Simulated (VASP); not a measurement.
Level of theory: PBEsol GGA, VASP's PBE PAW potentials (set 64) (plane waves; VASP).

The input files of a VASP run:

### INCAR
```
SYSTEM = TaW
PREC = Accurate
ENCUT = 400
EDIFF = 1E-6
NELM = 100
ALGO = Normal
LREAL = .FALSE.
LASPH = .TRUE.
ISMEAR = 1
SIGMA = 0.1
GGA = PS
LMAXMIX = 6
LWAVE = .FALSE.
LCHARG = .FALSE.
IBRION = 2
ISIF = 3
NSW = 60
EDIFFG = -0.01
```

POSCAR:
```
TaW
1
   -3.1960579645     3.1872246028     3.1872246028
    1.5980289822    -1.6202325522     1.6202325522
    1.5980289822     1.6202325522    -1.6202325522
W Ta
1 1
Direct
  0.0000000000   0.0000000000   0.0000000000
  0.5000000000   0.0000000000   0.0000000000
```

File KPOINTS:
```
Automatic
0
Gamma
  7 14 14
```

POTCAR, in this order: W_sv Ta_pv (PBE.64 set). Program: vasp_std.

Unless said otherwise, spin-orbit coupling is left out, though it shifts the bands of the heavy elements here.

**Question.** Predict the energy per atom (σ→0), band gap (on the k-mesh).

**Answer.** 
```json
{
 "energy per atom (σ→0)": "-13.241 eV/atom",
 "band gap (on the k-mesh)": "none (metal, semimetal or under 0.01 eV)"
}
```

### OSZICAR
```
...
DAV:   7    -0.266406280251E+02    0.13674E+00   -0.31796E+00 10160   0.908E+00    0.363E+00
DAV:   8    -0.264846394868E+02    0.15599E+00   -0.12224E+00 10112   0.586E+00    0.863E-01
DAV:   9    -0.264816319284E+02    0.30076E-02   -0.15590E-02  7704   0.107E+00    0.326E-01
DAV:  10    -0.264815946201E+02    0.37308E-04   -0.61164E-04 10136   0.259E-01    0.899E-02
DAV:  11    -0.264815917128E+02    0.29073E-05   -0.78270E-05  9608   0.764E-02    0.444E-02
DAV:  12    -0.264815910690E+02    0.64377E-06   -0.11661E-05  9488   0.228E-02    0.772E-03
DAV:  13    -0.264815907787E+02    0.29033E-06   -0.81555E-07  4184   0.768E-03
   1 F= -.26481591E+02 E0= -.26481523E+02  d E =-.264816E+02
```

The structure was generated: TaW was put into an ordered model structure (Cmmm), which need not be its known phase. It was relaxed first. The start is the result of an earlier pass. The electron count is odd and the run is not spin-polarised, which forces a metal.
